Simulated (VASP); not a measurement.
OSZICAR of a VASP run on CoSi (B20):

### OSZICAR
```
       N       E                     dE             d eps       ncg     rms          rms(c)
DAV:   1     0.353177029552E+03    0.35318E+03   -0.22087E+04  1488   0.191E+03
DAV:   2    -0.330525532871E+02   -0.38623E+03   -0.37666E+03  1488   0.409E+02
DAV:   3    -0.648964291266E+02   -0.31844E+02   -0.31037E+02  1751   0.140E+02
DAV:   4    -0.663422722523E+02   -0.14458E+01   -0.14372E+01  1913   0.283E+01
DAV:   5    -0.663992925195E+02   -0.57020E-01   -0.57007E-01  2066   0.499E+00    0.313E+01
DAV:   6    -0.711502043037E+02   -0.47509E+01   -0.18814E+02  2137   0.160E+02    0.256E+01
DAV:   7    -0.597352789760E+02    0.11415E+02   -0.70838E+01  2040   0.113E+02    0.888E+00
DAV:   8    -0.598347829097E+02   -0.99504E-01   -0.42649E+00  1763   0.132E+01    0.305E+00
DAV:   9    -0.597349740506E+02    0.99809E-01   -0.35726E-01  2369   0.680E+00    0.117E+00
DAV:  10    -0.597281144299E+02    0.68596E-02   -0.20842E-02  2238   0.106E+00    0.324E-01
DAV:  11    -0.597269153756E+02    0.11991E-02   -0.32549E-03  2409   0.545E-01    0.937E-02
DAV:  12    -0.597268917322E+02    0.23643E-04   -0.28704E-04  1926   0.188E-01    0.301E-02
DAV:  13    -0.597268928974E+02   -0.11653E-05   -0.63604E-05  2392   0.512E-02    0.354E-02
DAV:  14    -0.597268886346E+02    0.42628E-05   -0.10079E-05  1892   0.237E-02    0.113E-02
DAV:  15    -0.597268886635E+02   -0.28873E-07   -0.24446E-06  1297   0.153E-02
   1 F= -.54655033E+02 E0= -.54655162E+02  d E =-.546550E+02
```

### Question
Which electronic solver shows in the log?

### Answer
It is blocked Davidson (ALGO = Normal, or the opening steps of other solvers). The INCAR had ALGO = Normal.

### Question
How was spin treated?

### Answer
Without spin polarisation: there is no mag entry.

### Question
Can the final energy be trusted as converged?

### Answer
The calculation finished and met its thresholds. It stopped with EDIFF = 1E-6, NELM = 100, NSW = 40 and EDIFFG = -0.02 after 1 ionic step (PBEsol GGA, plane waves, VASP's PBE PAW potentials (set 64)).

The compound is CoSi in the B20 structure. It was relaxed first under an external pressure of 10 GPa. The run is not spin-polarised, so no magnetic state was tried.
